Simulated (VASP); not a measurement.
Input:

```yaml
crystal:
  lattice:
    - [0.00000, 2.69160, 2.69160]
    - [2.69160, 0.00000, 2.69160]
    - [2.69160, 2.69160, 0.00000]
  atoms:
    - { symbol: Mg, position: [0.00000, 0.00000, 0.00000] }
    - { symbol: Se, position: [0.50000, 0.50000, 0.50000] }
```

These are LDA (Ceperley-Alder, Perdew-Zunger) with spin-orbit coupling, VASP's LDA PAW potentials (set 64) (plane waves; VASP) values and carry that method's errors. Settings: 400 eV cut-off, 8×8×8 Γ-centred mesh, Gaussian smearing of 0.050 eV, potentials Mg Se.

Give the energies of bands 3 to 14 at the high-symmetry points, in eV from the valence-band maximum.

```
band      Γ      X      U      L      W
----  -----  -----  -----  -----  -----
3     -0.44  -4.65  -4.15  -5.35  -3.75
4     -0.44  -4.65  -4.15  -5.35  -3.75
5      0.00  -2.14  -3.67  -0.90  -3.58
6      0.00  -2.14  -3.67  -0.90  -3.58
7      0.00  -1.93  -1.67  -0.64  -2.84
8      0.00  -1.93  -1.67  -0.64  -2.84
9      2.51   1.57   2.81   3.61   4.42
10     2.51   1.57   2.81   3.61   4.42
11     7.20   3.63   6.11   5.90   6.83
12     7.20   3.63   6.11   5.90   6.83
13     7.20  11.74   8.84   5.90   7.37
14     7.20  11.74   8.84   5.90   7.37
```

The gap is indirect, 1.57 eV, from the valence maximum at Γ to the conduction minimum at X.

The structure comes from a computed database's MgSe entry (Fm-3m); how it stands against other phases isn't given here. It was relaxed first.
